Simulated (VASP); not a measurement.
Given:

```
CELL_PARAMETERS angstrom
      0.00000     2.31500     2.31500
      2.31500     0.00000     2.31500
      2.31500     2.31500     0.00000
ATOMIC_POSITIONS crystal
  Na 0.00000 0.00000 0.00000
  F  0.50000 0.50000 0.50000
```

Calculation: PBEsol GGA, VASP's PBE PAW potentials (set 64) (plane waves; VASP 6.6.1). Settings: 520 eV cut-off, Gaussian smearing of 0.050 eV, potentials Na_pv F.

Problem. Give the energies of bands 5 to 8 at the high-symmetry points, in eV from the valence-band maximum.

Solution. 
```
band     Γ      X      U      L      W
----  ----  -----  -----  -----  -----
5     0.00  -1.30  -1.08  -1.62  -0.89
6     0.00  -0.41  -0.85  -0.26  -0.89
7     0.00  -0.41  -0.38  -0.26  -0.58
8     6.17  13.00  12.66  10.62  13.05
```

The gap is direct, 6.17 eV, from the valence maximum at Γ to the conduction minimum at Γ.

Measured: gap 11.70 eV (computed value off by -5.53 eV), as given by David Koller et al., Journal of Physics Condensed Matter (2013), arXiv:1304.4470.

The compound is NaF in the rock salt structure. The cell was not relaxed at this level.
